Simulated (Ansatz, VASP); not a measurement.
## Fe: VASP beside Ansatz

Wanted: the spread between two codes on one cell, functional and k mesh. The cell is a member of a volume series, scaled by 1.015 from a relaxed one, so a pressure remains.

Program: Ansatz 0.2.0. Level of theory: plane waves, with VASP 6.6.1 beside it; single point at PBE, single point at PBEsol with D3(BJ) and single point at r2SCAN with rVV10. Results are calculated unless marked as measured.

**1. The structure**

It takes space group Im-3m (No. 229, cubic). Conventional cell: a = 2.844 Å, b = 2.844 Å, c = 2.844 Å, α = 90.00°, β = 90.00°, γ = 90.00°. Nearest to Fe lie 8 Fe at 2.46 Å.

**2. VASP: single point, PBE, volume scaled by 1.015**

A single point gives forces, pressure and levels at one fixed geometry, so differences don't come from the geometry; what else differs is listed under the comparison.

Lines of VASP's logs that name or quote its potential files are left out, and so is its time.

The input asks for a relaxation, which ended at its first step since no free force or stress exceeded the threshold; so it serves as a single point.

Input file INCAR:

```
SYSTEM = Fe
PREC = Accurate
ENCUT = 450
EDIFF = 1E-06
NELM = 100
ISMEAR = 1
SIGMA = 0.15
LREAL = .FALSE.
ALGO = Normal
GGA = PE
NBANDS = 10
ISPIN = 2
MAGMOM = 3
LMAXMIX = 4
LORBIT = 11
LWAVE = .FALSE.
LCHARG = .FALSE.
KPAR = 4
IBRION = 2
NSW = 30
ISIF = 4
EDIFFG = -0.01
```

Input file POSCAR:

```
Fe
1.0
   -1.4221709198      1.4221709198      1.4221709198
    1.4221709198     -1.4221709198      1.4221709198
    1.4221709198      1.4221709198     -1.4221709198
Fe
1
Direct
    0.0000000000      0.0000000000      0.0000000000
```

Input file KPOINTS:

```
Automatic mesh
0
Gamma
22 22 22
0 0 0
```

PAW data sets: Fe (PBE family, release 64).

Command:

```
$ mpirun -np 4 vasp_std
```

Numbers of over 12 decimals in the logs are rounded to 6 here.

The program printed:

```text
[banner, memory and clock lines left out]
running    4 mpi-ranks, on    1 nodes
 distrk:  each k-point on    1 cores,    4 groups
 distr:  one band on    1 cores,    1 groups

 POSCAR found type information on POSCAR Fe
 POSCAR found :  1 types and       1 ions
 LDA part: xc-table for (Slater+PW92), standard interpolation
 POSCAR, INCAR and KPOINTS ok, starting setup
 FFT: planning ... GRIDC
 FFT: planning ... GRID_SOFT
 FFT: planning ... GRID
 WAVECAR not read
 entering main loop
       N       E                     dE             d eps       ncg     rms          rms(c)
DAV:   1     0.151988173685E+02    0.15199E+02   -0.37301E+03 14050   0.866E+02
DAV:   2    -0.870812988295E+01   -0.23907E+02   -0.21997E+02 13262   0.122E+02
DAV:   3    -0.913356816127E+01   -0.42544E+00   -0.42445E+00 14676   0.210E+01
DAV:   4    -0.913535670123E+01   -0.17885E-02   -0.17883E-02 14222   0.125E+00
DAV:   5    -0.913537093179E+01   -0.14231E-04   -0.14230E-04 14302   0.108E-01    0.114E+01
DAV:   6    -0.831278861235E+01    0.82258E+00   -0.11790E+01 14328   0.510E+01    0.565E+00
DAV:   7    -0.824990522828E+01    0.62883E-01   -0.71977E-01 14414   0.122E+01    0.329E+00
DAV:   8    -0.824254919154E+01    0.73560E-02   -0.69966E-03 16308   0.622E-01    0.139E+00
DAV:   9    -0.823546262407E+01    0.70866E-02   -0.71751E-03 16792   0.550E-01    0.286E-01
DAV:  10    -0.823548688727E+01   -0.24263E-04   -0.10294E-03 13980   0.402E-01    0.999E-02
DAV:  11    -0.823548939492E+01   -0.25076E-05   -0.15269E-04 14274   0.150E-01    0.372E-02
DAV:  12    -0.823548826692E+01    0.11280E-05   -0.34692E-06 13874   0.274E-02    0.146E-02
DAV:  13    -0.823548906974E+01   -0.80282E-06   -0.20714E-06 10080   0.121E-02
   1 F= -.82354891E+01 E0= -.82352633E+01  d E =-.823549E+01  mag=     2.2191
 curvature:   0.00 expect dE= 0.000E+00 dE for cont linesearch  0.000E+00
 trial: gam= 0.00000 g(F)=  0.422E-62 g(S)=  0.541E-34 ort = 0.000E+00 (trialstep = 0.100E+01)
 search vector abs. value=  0.100E-09
 reached required accuracy - stopping structural energy minimisation
```

OUTCAR, selected parts (step 2):

```text
ion  position               nearest neighbor table
   1  0.000  0.000  0.000-

  LATTYP: Found a body centered cubic cell.
 ALAT       =     2.8443418396

 Subroutine GETGRP returns: Found 48 space group operations
 (whereof 48 operations were pure point group operations)

The static configuration has the point symmetry O_h .

 Found    328 irreducible k-points:

   k-points           NKPTS =    328   k-points in BZ     NKDIM =    328   number of bands    NBANDS=     10

   dimension x,y,z NGX =    18 NGY =   18 NGZ =   18
   dimension x,y,z NGXF=    36 NGYF=   36 NGZF=   36

   ENCUT  =  450.0 eV  33.07 Ry    5.75 a.u.   4.26  4.26  4.26*2*pi/ulx,y,z

   NELECT =       8.0000    total number of electrons

 k-points in reciprocal lattice and weights: Automatic mesh
   0.00000000  0.00000000  0.00000000       0.000
   0.04545455  0.00000000  0.00000000       0.001
   0.09090909  0.00000000  0.00000000       0.001
   0.13636364  0.00000000  0.00000000       0.001
   0.18181818  0.00000000  0.00000000       0.001
   0.22727273  0.00000000  0.00000000       0.001
   0.27272727  0.00000000  0.00000000       0.001
   0.31818182  0.00000000  0.00000000       0.001
   0.36363636  0.00000000  0.00000000       0.001
[...]
0.50000000  0.50000000  0.45454545       0.001
   0.50000000  0.50000000  0.50000000       0.000

 average (electrostatic) potential at core
       1 -43.4350

 E-fermi :   5.6597

 spin component 1
 k-point     1 :       0.0000    0.0000    0.0000
  band No.  band energies     occupation
    ...
      2       3.3929      1.00000
      3       3.3929      1.00000
      4       3.3929      1.00000
      5       4.6262      1.00000
      6       4.6262      1.00000
      7      30.5919      0.00000
      8      30.5919      0.00000
      9      30.5919      0.00000
     10      35.6012      0.00000

 k-point     2 :       0.0455    0.0000    0.0000
  band No.  band energies     occupation
    ...
      2       3.3699      1.00000
      3       3.3917      1.00000
      4       3.4382      1.00000
      5       4.6026      1.00000
      6       4.6281      1.00000
      7      29.9926      0.00000
      8      30.4691      0.00000
      9      30.5242      0.00000
     10      35.1618      0.00000

 k-point     3 :       0.0909    0.0000    0.0000
  band No.  band energies     occupation
    ...
      2       3.3033      1.00000
      3       3.3834      1.00000
      4       3.5718      1.00000
      5       4.5423      1.00000
      6       4.6339      1.00000
      7      28.5341      0.00000
      8      30.0394      0.00000
      9      30.3457      0.00000
     10      34.6701      0.00000

 k-point     4 :       0.1364    0.0000    0.0000
  band No.  band energies     occupation
    ...
      2       3.1995      1.00000
      3       3.3567      1.00000
      4       3.7868      1.00000
      5       4.4740      1.00000
      6       4.6443      1.00000
      7      26.6498      0.00000
      8      29.2713      0.00000
      9      30.1087      0.00000
     10      33.1294      0.00000

 k-point     5 :       0.1818    0.0000    0.0000
  band No.  band energies     occupation
    ...
      2       3.0683      1.00000
      3       3.3077      1.00000
      4       4.0718      1.00000
      5       4.4327      1.00000
      6       4.6601      1.00000
      7      24.5734      0.00000
      8      28.3026      0.00000
      9      29.8597      0.00000
     10      31.6479      0.00000

 k-point     6 :       0.2273    0.0000    0.0000
  band No.  band energies     occupation
    ...
      2       2.9213      1.00000
      3       3.2658      1.00000
      4       4.4100      1.00000
      5       4.4379      1.00000
      6       4.6812      1.00000
      7      22.4330      0.00000
      8      27.2958      0.00000
      9      29.6279      0.00000
     10      30.2643      0.00000

  Total       -0.1846125     -0.1846125     -0.1846125      0.0000000     -0.0000000     -0.0000000
  in kB      -25.7072955    -25.7072955    -25.7072955      0.0000000     -0.0000000     -0.0000000
  external PRESSURE =     -25.7072955 kB  Pullay stress =       0.0000000 kB

  energy-cutoff  :      450.00
  volume of cell :       11.51
      direct lattice vectors                 reciprocal lattice vectors
    -1.422170920  1.422170920  1.422170920     0.000000000  0.351575182  0.351575182
     1.422170920 -1.422170920  1.422170920     0.351575182  0.000000000  0.351575182
     1.422170920  1.422170920 -1.422170920     0.351575182  0.351575182  0.000000000

 POSITION                                       TOTAL-FORCE (eV/Angst)
 -----------------------------------------------------------------------------------
      0.00000      0.00000      0.00000         0.000000      0.000000      0.000000
 -----------------------------------------------------------------------------------
    total drift:                                0.000000     -0.000000      0.000000

  FREE ENERGIE OF THE ION-ELECTRON SYSTEM (eV)
  ---------------------------------------------------
  free  energy   TOTEN  =        -8.2354890697 eV

  energy  without entropy=       -8.2348117368  energy(sigma->0) =       -8.23526329

 reached required accuracy - stopping structural energy minimisation

 total charge
# of ion       s       p       d       tot
------------------------------------------
    1        0.482   0.528   6.232   7.243

 magnetization (x)
# of ion       s       p       d       tot
------------------------------------------
    1       -0.014  -0.055   2.286   2.218

[... 6 further parts left out ...]
```

CONTCAR:

```
Fe
   1.00000000000000
    -1.4221709198000001    1.4221709198000001    1.4221709198000001
     1.4221709198000001   -1.4221709198000001    1.4221709198000001
     1.4221709198000001    1.4221709198000001   -1.4221709198000001
  Fe
     1
Direct
     0.0000000000000000    0.0000000000000000    0.0000000000000000
```

**3. Ansatz: single point, PBE, volume scaled by 1.015**

Ansatz runs on its default PAW (the set named soft_2) files.

The same cell, functional, mesh and smearing now go to Ansatz, which takes its cutoff from its data sets.

Input file input.yaml:

```yaml
crystal:
  lattice:
    - [-1.42217092, 1.42217092, 1.42217092]
    - [1.42217092, -1.42217092, 1.42217092]
    - [1.42217092, 1.42217092, -1.42217092]
  atoms:
    - { symbol: Fe, position: [0.0, 0.0, 0.0], spin: 3.0 }
hamiltonian:
  xc: pbe
  pseudopotentials: { kind: paw }
magnetization:
  spin_polarized: true
kpoints:
  mp_grid: { grid: [22, 22, 22] }
scf:
  occupations: { method: methfessel_paxton, width: 0.15 }
  n_extra_bands: 7
output:
  forces: true
  stress: true
  eigenvalues: true
```

Command:

```
$ ansatz run input.yaml --threads 2 --pin off --max-ram 4608MiB --backend cpu --events-out ev --progress --plain --runs-dir out
```

The program printed:

```text
scf.n_extra_bands = 7 over 8 filled bands (N_el = 16.0): the run solves 15 bands
Engine: ansatz 0.2.0, aarch64-unknown-linux-gnu
Pseudopotentials: kind: paw
Pseudopotential: Fe, paw, valence charge 16, recommended cutoff 420 eV (normal), Fe.paw.azcp
Functional definition: PBE
  parameter kappa = 0.804
  parameter beta = 0.066725
  exchange = pbe_x(kappa = kappa, mu = beta*pi^2/3)
  correlation = pbe_c(beta = beta)
Crystal: 1 atoms, lattice volume = 11.506 Å³
Basis set: ecut = 420 eV, 225 PW (Γ), exchange–correlation on 36×36×36 points (8 copies of the dense FFT grid, shifted against one another)
Bands: 15, of which v1, the nominal top of the filled ones, is band 8 counted from 1 (7 counted from 0)
Symmetry: 48 space group operations
Space group: Im-3m (ITA 229), of the structure as read, at distance tolerance 2.3e-5 Å
Magnetic group: BNS 229.140 (UNI 1642), of the structure as read, at distance tolerance 2.3e-5 Å
k-points: 328 of 10648
Non-local potential: Fe, projectors of the file, l = 0: 3, l = 1: 2, l = 2: 3, l = 3: 1
PAW form: soft (Blöchl's): semilocal exchange-correlation on the pseudo side does not see the compensation charge
PAW one-centre angular grid: Fe, 590 points (default); XC on 64 Gauss nodes
Initial density: superposition of atomic densities (chi_scale 0.1, normalization cell)
Starting moments: Σ|m| = 3 μB on 1 of 1 site
Initial wavefunctions: pseudopotential atomic-orbital guess
Functional: x = pbe(κ = 0.804, μ = 0.219515), c = pbe(β = 0.066725)
SCF iter   1: F=—  HF=-4480.638642 eV  |F-HF|=—  |Δ(HF+E_count)|=         —  Δρ=1.35e-1 (↑1.35e-1 ↓4.84e-2)  dr2=1.64e0  dr2_m=5.22e-1  M=2.132 μB ∫|m|=2.164 μB  β_m=0.30  ethr=3.10e-3  ⟨swp⟩=4.8  Hψ=46547  notcnv=0
Mixer restart at iter 1: flushing history
preconditioner: auto → none  [metal: Δε(μ)=0.003 eV  Ē_g=16.607 eV  σ=0.150 eV  W_gap=0.01  n_scr=0 (ndim 8)  ℏωp=31.0 eV  f_vac=0.000  D(μ)=0.81/eV (n_scr^D=12)]
SCF iter   2: F=—  HF=-4479.894537 eV  |F-HF|=—  |Δ(HF+E_count)|=   7.44e-1  Δρ=3.35e-2 (↑2.22e-2 ↓3.35e-2)  dr2=5.12e-2  dr2_m=5.90e-2  M=2.295 μB ∫|m|=2.360 μB  β_m=0.30  ethr=3.10e-3  ⟨swp⟩=3.1  Hψ=23482  notcnv=0  defer=1232
SCF iter   3: F=—  HF=-4480.135374 eV  |F-HF|=—  |Δ(HF+E_count)|=   2.41e-1  Δρ=2.59e-2 (↑2.07e-2 ↓2.59e-2)  dr2=2.85e-3  dr2_m=5.51e-2  M=2.234 μB ∫|m|=2.309 μB  β_m=0.62  ethr=3.20e-4  ⟨swp⟩=2.5  Hψ=18708  notcnv=0  defer=1227
SCF iter   4: F=—  HF=-4480.461902 eV  |F-HF|=—  |Δ(HF+E_count)|=   3.27e-1  Δρ=4.60e-3 (↑4.60e-3 ↓4.53e-3)  dr2=3.89e-3  dr2_m=9.55e-4  M=2.196 μB ∫|m|=2.303 μB  β_m=0.67  ethr=1.78e-5  ⟨swp⟩=2.0  Hψ=18722  notcnv=0  defer=1227
SCF iter   5: F=—  HF=-4480.485969 eV  |F-HF|=—  |Δ(HF+E_count)|=   2.41e-2  Δρ=4.84e-3 (↑4.84e-3 ↓2.04e-3)  dr2=3.71e-3  dr2_m=2.69e-4  M=2.192 μB ∫|m|=2.306 μB  β_m=0.84  ethr=1.78e-5  ⟨swp⟩=2.2  Hψ=15636  notcnv=0  defer=1218
SCF iter   6: F=—  HF=-4480.489175 eV  |F-HF|=—  |Δ(HF+E_count)|=   3.21e-3  Δρ=2.44e-4 (↑2.44e-4 ↓9.46e-5)  dr2=4.93e-6  dr2_m=2.04e-6  M=2.183 μB ∫|m|=2.301 μB  β_m=0.92  ethr=1.78e-5  ⟨swp⟩=2.3  Hψ=13822  notcnv=0  defer=1226
SCF iter   7: F=—  HF=-4480.489186 eV  |F-HF|=—  |Δ(HF+E_count)|=   1.09e-5  Δρ=7.60e-5 (↑4.14e-5 ↓7.60e-5)  dr2=8.65e-8  dr2_m=3.40e-7  M=2.183 μB ∫|m|=2.301 μB  β_m=0.96  ethr=3.08e-8  ⟨swp⟩=2.1  Hψ=15413  notcnv=0  defer=1226
SCF iter   8: F=—  HF=-4480.483599 eV  |F-HF|=—  |Δ(HF+E_count)|=         —  Δρ=4.96e-4 (↑4.96e-4 ↓1.23e-4)  dr2=1.11e-5  dr2_m=9.41e-6  M=2.180 μB ∫|m|=2.300 μB  β_m=0.96  ethr=5.41e-10  ⟨swp⟩=2.0  Hψ=12459  notcnv=0  defer=1226
Mixer restart at iter 8: flushing history
iteration 8: the input's own smearing fills from here on; a Gaussian of 0.15 eV has filled iterations ahead of it
SCF iter   9: F=—  HF=-4480.483620 eV  |F-HF|=—  |Δ(HF+E_count)|=   2.12e-5  S|Δr|=    0.00e0  Δρ=5.89e-4 (↑5.89e-4 ↓4.87e-4)  dr2=8.43e-5  dr2_m=3.84e-7  M=2.181 μB ∫|m|=2.300 μB  β_m=0.52  ethr=5.41e-10  ⟨swp⟩=3.0  Hψ=19267  notcnv=0  defer=1226  recentre
SCF iter  10: F=—  HF=-4480.483602 eV  |F-HF|=—  |Δ(HF+E_count)|=   1.79e-5  S|Δr|=    0.00e0  Δρ=4.24e-4 (↑4.24e-4 ↓7.72e-5)  dr2=1.24e-5  dr2_m=5.34e-6  M=2.180 μB ∫|m|=2.299 μB  β_m=0.35  ethr=5.41e-10  ⟨swp⟩=3.0  Hψ=19273  notcnv=0  defer=1226
SCF iter  11: F=—  HF=-4480.483601 eV  |F-HF|=—  |Δ(HF+E_count)|=   1.36e-6  S|Δr|=    0.00e0  Δρ=9.01e-5 (↑9.01e-5 ↓8.91e-5)  dr2=4.86e-9  dr2_m=8.40e-7  M=2.180 μB ∫|m|=2.299 μB  β_m=0.69  ethr=5.41e-10  ⟨swp⟩=6.5  Hψ=51443  notcnv=0
SCF iter  12: F=-4480.483602 eV  HF=-4480.483602 eV  |F-HF|=5.22e-10  |Δ(HF+E_count)|=   4.56e-7  S|Δr|=    0.00e0  Δρ=3.61e-6 (↑3.61e-6 ↓2.96e-6)  dr2=7.77e-10  dr2_m=8.60e-10  M=2.179 μB ∫|m|=2.298 μB  ethr=3.04e-11  ⟨swp⟩=4.8  Hψ=38613  notcnv=0
SCF 1 converged in 12 iterations: F = -4480.483602 eV  dr2 = 7.77e-10
  greatest PAW one-centre occupation: 1.001 electrons in one spin orbital (limit 2), on the Fe atom at site 0 (counted from 0), in its partial waves of l = 1
this state was not tested for a lower state beside it, because cold or Methfessel-Paxton smearing, or corrected tetrahedra, fill the levels in a way that the test cannot read (fill_not_monotonic; see scf.lower_state_search)
SCF converged after 12 iterations
Magnetization: 2.1792 μB (9.0896 up, 6.9104 down)
Absolute magnetization: 2.2982 μB (∫|ρ↑−ρ↓|, with the PAW one-centre terms)
Spin contamination: 0.0377 ħ² per cell (⟨S²⟩ above its minimum at these occupations)
Per-site moments (μB) at R_I (Å): [(2.228120, 1.016100)]
Free energy (F): -4480.483602 eV
Harris-Foulkes:  -4480.483602 eV  (|F-HF|=5.22e-10)
Internal energy: -4480.483430 eV  (E = F + TS)
E sigma→0 (E₀):  -4480.483559 eV
Entropy (-TS):   -0.000171 eV (-0.171 meV/atom)
Fermi energy:    18.231263 eV
--- Per-component energies (eV) ---
  E_band       = -215.913712
  E_kinetic    = 350.129887
  E_local      = -2079.496399  (includes V_loc(G=0)·N_el)
  E_nonlocal   = 218.467214
  E_hartree    = 872.714314
  E_xc         = -117.795539
  E_vxc        = -151.677508  (∫ρ·V_xc dr)
  E_paw        = -1366.253260  (= ΣΔE_a)
  E_vpaw       = -298.767701  (= ΣTr[D̂ρ^β])
  E_aug_tail   = 0.000635  (compensation charges beyond the density's cutoff)
  E_ewald      = -2358.250283
  E_smearing   = -0.000171  (= −TS)
  E_closure    = 0.000000  (closes the sum)
  Σ components = -4480.483602   (vs F -4480.483602, Δ=0.00e0)
--- Forces (eV/Å), atoms counted from 1 ---
  atom   1  Fe    -0.00000000     0.00000000    -0.00000000
  max |Σ_I F_I| component: 1.13e-31 eV/Å
--- Stress (GPa, compression-positive) ---
       -2.779863      -0.000000       0.000000
        0.000000      -2.779863       0.000000
       -0.000000      -0.000000      -2.779863
  P = ⅓ Tr σ = -2.7799 GPa (-27.799 kbar)
--- Band table (eV; the first three rows and the last of 656) ---
  k-point 0 ↑: bands = [... 4 lower, 9.7923, 15.9755, 15.9755, 15.9755, 17.1616, 17.1616, 42.5010, 42.5010, ... 3 higher]
  k-point 1 ↑: bands = [... 4 lower, 9.8777, 15.9522, 15.9740, 16.0212, 17.1377, 17.1635, 41.9800, 42.4003, ... 3 higher]
  k-point 2 ↑: bands = [... 4 lower, 10.1307, 15.8844, 15.9644, 16.1558, 17.0770, 17.1692, 40.6650, 42.0378, ... 3 higher]
  k-point 327 ↓: bands = [... 4 lower, 15.2712, 15.2712, 20.5528, 20.5528, 20.5528, 28.2436, 28.2436, 28.2436, ... 3 higher]
```

It took 5 s on 2 threads of Arm Neoverse V2, shared host; peak memory 0.37 GiB; 9.4 s of CPU time.

The run ends at a pressure of -2.78 GPa.

**4. Comparison**

Known differences besides the potentials themselves: the data sets hold 16 valence electrons in Ansatz (default PAW (the set named soft_2) files) and 8 in VASP; the cutoff is 420 eV in Ansatz and 450 eV in VASP; VASP leaves aspherical gradient terms in its spheres out (LASPH is not set), Ansatz keeps them; site moments are counted in spheres of each program's own size. Total energies have different zeros and are not compared.

Compared:

| quantity | Ansatz | VASP | difference |
| --- | --- | --- | --- |
| pressure (GPa) | -2.78 | -2.57 | -0.21 |
| pressure without Ansatz's Pulay correction (GPa) | -2.88 | -2.57 | -0.30 |
| total moment (μB) | 2.18 | 2.22 | -0.04 |
| moment on Fe1 (μB) | 2.23 | 2.22 | +0.01 |

Ansatz's pressure holds a Pulay correction of 0.10 GPa; VASP's holds none.

**5. Ansatz: single point, PBEsol with D3(BJ), volume scaled by 1.015**

A single point gives forces, pressure and levels at one fixed geometry, so differences don't come from the geometry; what else differs is listed under the comparison. The cell compared in this pair holds 10.76 Å³, against 11.51 Å³ for the pair before.

The cell is a member of a volume series, scaled by 1.015 from a relaxed one, so a pressure remains.

input.yaml, the sections that differ from step 3:

```yaml
crystal:
  lattice:
    - [-1.39072269, 1.39072269, 1.39072269]
    - [1.39072269, -1.39072269, 1.39072269]
    - [1.39072269, 1.39072269, -1.39072269]
  atoms:
    - { symbol: Fe, position: [0.0, 0.0, 0.0], spin: 3.0 }
hamiltonian:
  xc: pbesol
  pseudopotentials: { kind: paw }
  dispersion: d3bj
# magnetization, kpoints, scf, output: as in step 3
```

The program printed:

```text
[...]
Crystal: 1 atoms, lattice volume = 10.759 Å³
Basis set: ecut = 420 eV, 201 PW (Γ), exchange–correlation on 36×36×36 points (8 copies of the dense FFT grid, shifted against one another)
Bands: 15, of which v1, the nominal top of the filled ones, is band 8 counted from 1 (7 counted from 0)
Symmetry: 48 space group operations
[...]
k-point 1 ↑: bands = [... 4 lower, 10.8042, 17.1991, 17.2235, 17.2760, 18.5890, 18.6185, 43.8875, 44.2848, ... 3 higher]
  k-point 2 ↑: bands = [... 4 lower, 11.0709, 17.1228, 17.2120, 17.4254, 18.5191, 18.6251, 42.6396, 43.9557, ... 3 higher]
  k-point 327 ↓: bands = [... 4 lower, 16.1623, 16.1623, 22.0290, 22.0290, 22.0290, 30.1392, 30.1392, 30.1392, ... 3 higher]
[key lines of the parts left out:]
SCF converged after 12 iterations
Magnetization: 2.1170 μB (9.0585 up, 6.9415 down)
Free energy (F): -4449.197501 eV
Fermi energy:    19.688450 eV
P = ⅓ Tr σ = -3.2789 GPa (-32.789 kbar)
```

Elapsed: 4.6 s, on 2 threads; peak memory 0.37 GiB; 8.7 s of CPU time.

The run ends at a pressure of -3.28 GPa.

(Part 1 of 2 ends here.)

[Lines on the potential files, build, host, timing and source positions are cut from VASP's logs without a mark.]

[Logs are printed without paths, hosts, clocks, repeated set-up lines and the standing remarks that a program may print on its own settings, such as how far it seeks lower states.]

[Hosts, paths, dates, database ids (printed as entryN), source tags and the programs' standing remarks are cut or masked in the printed files.]
